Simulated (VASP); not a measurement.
Output of a VASP run:

OSZICAR:
```
       N       E                     dE             d eps       ncg     rms          rms(c)
DAV:   1     0.914989951959E+02    0.91499E+02   -0.75064E+03  4752   0.139E+03
DAV:   2    -0.904835775595E+01   -0.10055E+03   -0.97786E+02  4800   0.336E+02
DAV:   3    -0.148766162620E+02   -0.58283E+01   -0.56182E+01  7373   0.793E+01
DAV:   4    -0.150987328865E+02   -0.22212E+00   -0.22032E+00  6010   0.133E+01
DAV:   5    -0.151083152312E+02   -0.95823E-02   -0.95565E-02  6838   0.245E+00    0.100E+01
DAV:   6    -0.137427971814E+02    0.13655E+01   -0.11395E+01  5883   0.376E+01    0.329E+00
DAV:   7    -0.136052368578E+02    0.13756E+00   -0.10442E+00  5460   0.112E+01    0.202E+00
DAV:   8    -0.135875817716E+02    0.17655E-01   -0.12826E-01  5325   0.377E+00    0.447E-01
DAV:   9    -0.135864306702E+02    0.11511E-02   -0.21509E-02  5773   0.197E+00    0.244E-01
DAV:  10    -0.135865340140E+02   -0.10334E-03   -0.15872E-03  6008   0.433E-01    0.589E-02
DAV:  11    -0.135865769573E+02   -0.42943E-04   -0.32964E-04  6153   0.209E-01    0.385E-02
DAV:  12    -0.135865809620E+02   -0.40047E-05   -0.23430E-05  5456   0.572E-02    0.125E-02
DAV:  13    -0.135865819904E+02   -0.10284E-05   -0.13410E-06  5828   0.149E-02    0.472E-03
DAV:  14    -0.135865821068E+02   -0.11641E-06   -0.32316E-07  4779   0.733E-03    0.649E-04
DAV:  15    -0.135865820685E+02    0.38322E-07   -0.37672E-08  2741   0.229E-03
   1 F= -.13586582E+02 E0= -.13586582E+02  d E =0.000000E+00
```

**OUTCAR**
```
------------------------ aborting loop because EDIFF is reached ----------------------------------------
  FORCE on cell =-STRESS in cart. coord.  units (eV):
  Direction    XX          YY          ZZ          XY          YZ          ZX
  --------------------------------------------------------------------------------------
  Total       -0.0372633     -0.0372633      0.0558642      0.0000000      0.0000000      0.0000000
  in kB       -1.9480665     -1.9480665      2.9204891      0.0000000      0.0000000      0.0000000
  external PRESSURE =      -0.3252146 kB  Pullay stress =       0.0000000 kB
  volume of cell :       30.65
      direct lattice vectors                 reciprocal lattice vectors
     2.771965057  0.000000000  0.000000000     0.360754908  0.000000000  0.000000000
     0.000000000  2.771965057  0.000000000     0.000000000  0.360754908  0.000000000
     0.000000000  0.000000000  3.988532338     0.000000000  0.000000000  0.250718790
 POSITION                                       TOTAL-FORCE (eV/Angst)
 -----------------------------------------------------------------------------------
      0.00000      0.00000      0.00000         0.000000      0.000000      0.000000
      1.38598      1.38598      1.99427         0.000000      0.000000      0.000000
 -----------------------------------------------------------------------------------
    total drift:                                0.000000      0.000000      0.000000
  FREE ENERGIE OF THE ION-ELECTRON SYSTEM (eV)
  ---------------------------------------------------
  free  energy   TOTEN  =       -13.5865820685 eV

  energy  without entropy=      -13.5865820685  energy(sigma->0) =      -13.58658207

 total charge

# of ion       s       p       d       tot
------------------------------------------
    1        2.213   6.131   2.031  10.375
    2        0.425   0.446   0.000   0.870
--------------------------------------------------
tot          2.638   6.577   2.031  11.245
```
(Selected blocks of OUTCAR.)

File POSCAR:
```
TiAl
1
    2.7719650574     0.0000000000     0.0000000000
    0.0000000000     2.7719650574     0.0000000000
    0.0000000000     0.0000000000     3.9885323382
Ti Al
1 1
Direct
  0.0000000000   0.0000000000   0.0000000000
  0.5000000000   0.5000000000   0.5000000000
```

### Question
Reconstruct the remaining input files.

### Answer
This is not unique; one that fits is the input of the run itself, LDA (Ceperley-Alder, Perdew-Zunger), plane waves, VASP's LDA PAW potentials (set 64).

**KPOINTS**
```
Automatic mesh
0
Gamma
15 15 10
0 0 0
```

**INCAR**
```
SYSTEM = TiAl
PREC = Accurate
ENCUT = 520
EDIFF = 1E-7
NELM = 100
ALGO = Normal
LREAL = .FALSE.
LASPH = .TRUE.
ISMEAR = -5
LMAXMIX = 4
LWAVE = .FALSE.
LCHARG = .TRUE.
LORBIT = 11
NEDOS = 601
ISIF = 2
```

POTCAR, in this order: Ti_sv Al (LDA.64 set). Program: vasp_std.

For a metal the tetrahedron method with Blöchl corrections gives inexact stress and forces.

The compound is TiAl in the L1_0 structure. It was relaxed first, which changed the volume by -6 %. The electron count is odd and the run is not spin-polarised, which forces a metal.
